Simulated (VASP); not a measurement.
**AlN: relaxation of cell and atoms with r2SCAN+rVV10**

Crystal: AlN.

```
CELL_PARAMETERS angstrom
0.00000 2.18399 2.18399
2.18399 0.00000 2.18399
2.18399 2.18399 0.00000
ATOMIC_POSITIONS crystal
Al 0.00000 0.00000 0.00000
N 0.25000 0.25000 0.25000
```

Measurements of this composition are mostly on another form, of space group No. 186.

```
Program                : VASP 6.6.1
Task                   : relaxation of cell and atoms
Functional             : r2SCAN
Dispersion             : rVV10
Potentials or basis    : VASP PAW PBE potentials, release 64 (Al, N)
Cutoff                 : 600 eV
k mesh                 : 10 × 10 × 10
Occupations            : gaussian, width 0.02 eV
Spin                   : no spin polarisation
Further INCAR settings : ALGO = Normal; EDIFF = 1e-07; IBRION = 2; EDIFFG = -0.005; NSW = 90; ISIF = 3
```

```yaml
Relaxed_volume: 10.38 Å³/atom
Relaxed_cell: a = 3.085 Å, b = 3.085 Å, c = 3.085 Å, α = 60.00°, β = 60.00°, γ = 60.00°
Space_group_after_relaxing_to_0.05_Å: F-43m (No. 216)
Energy_gained_by_relaxing: 0.1 meV/atom
Ionic_steps: 3
Pressure_after_relaxing: -0.1 GPa
Band_gap_on_the_k_mesh: 3.89 eV, indirect (least direct gap 4.88 eV)
```

The path:
```tsv
step	energy change (eV)	largest force (eV/Å)	pressure (GPa)	volume (Å³)
1	0.0000	0.0000	-0.76	20.83
2	0.0000	0.0000	0.77	20.69
3	-0.0002	0.0000	-0.07	20.77
```

Final structure:
```cif
data_structure
_symmetry_space_group_name_H-M 'P 1'
_symmetry_Int_Tables_number 1
_cell_length_a 3.0853
_cell_length_b 3.0853
_cell_length_c 3.0853
_cell_angle_alpha 60.000
_cell_angle_beta 60.000
_cell_angle_gamma 60.000
_cell_volume 20.77
loop_
_atom_site_label
_atom_site_type_symbol
_atom_site_fract_x
_atom_site_fract_y
_atom_site_fract_z
_atom_site_occupancy
Al1 Al 0.00000 0.00000 0.00000 1
N1 N 0.25000 0.25000 0.25000 1
```

Levels at points of the mesh, in eV from the valence-band top:
| k point | band 1 | band 2 | band 3 | band 4 | band 5 | band 6 | band 7 | band 8 |
| --- | --- | --- | --- | --- | --- | --- | --- | --- |
| (0.00, 0.00, 0.00) | -15.77 | 0.00 | 0.00 | 0.00 | 4.88 | 13.53 | 13.53 | 13.53 |
| (0.50, 0.00, 0.00) | -13.74 | -5.93 | -0.49 | -0.49 | 8.21 | 10.81 | 11.94 | 11.94 |
| (0.50, 0.50, 0.00) | -13.11 | -4.97 | -1.81 | -1.81 | 3.89 | 9.46 | 15.22 | 16.96 |

It took 5.3 min on 1 thread of Intel(R) Xeon(R) Platinum 8375C CPU @ 2.90GHz (Ice Lake), with other jobs on the host, peak memory 0.25 GiB.

Caveat: the PAW data sets were made with another functional, which shifts forces and pressure a little. A k mesh can miss the band edges.
